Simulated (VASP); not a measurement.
Input:

```
CELL_PARAMETERS angstrom
      0.00000     2.73373     2.73373
      2.73373     0.00000     2.73373
      2.73373     2.73373     0.00000
ATOMIC_POSITIONS crystal
  Mg 0.00000 0.00000 0.00000
  Se 0.50000 0.50000 0.50000
```

Method: PBE GGA, VASP's PBE PAW potentials (set 64) (plane waves; VASP). Numerical set-up: 400 eV cut-off, 8×8×8 Γ-centred mesh, Gaussian smearing of 0.050 eV, potentials Mg Se.

Energy and stress use the plane-wave basis of the starting cell.

Problem. The ions, cell shape and volume are relaxed. What does this cell relax into?

Solution. 
```
CELL_PARAMETERS angstrom
      0.00000     2.75185     2.75185
      2.75185     0.00000     2.75185
      2.75185     2.75185     0.00000
ATOMIC_POSITIONS crystal
  Mg 0.00000 0.00000 0.00000
  Se 0.50000 0.50000 0.50000
```
Space group Fm-3m (225), at a tolerance of 0.03 Å.

Problem. How do energy and volume change from the first to the last step?

Solution. The energy (σ→0) changes by -1.6 meV/atom and the volume by +2.0 %, in 3 ionic steps.

```tsv
step	E(σ→0) (eV)	max force (eV/Å)	pressure (GPa)	volume (Å³)
1	-7.4869	0.000	1.28	40.86
2	-7.4900	0.000	-0.22	41.83
3	-7.4901	0.000	0.00	41.68
```

The structure comes from a computed database's MgSe entry (Fm-3m); how it stands against other phases isn't given here. This run relaxes it. Symmetry was kept, so distortions that lower it aren't found.
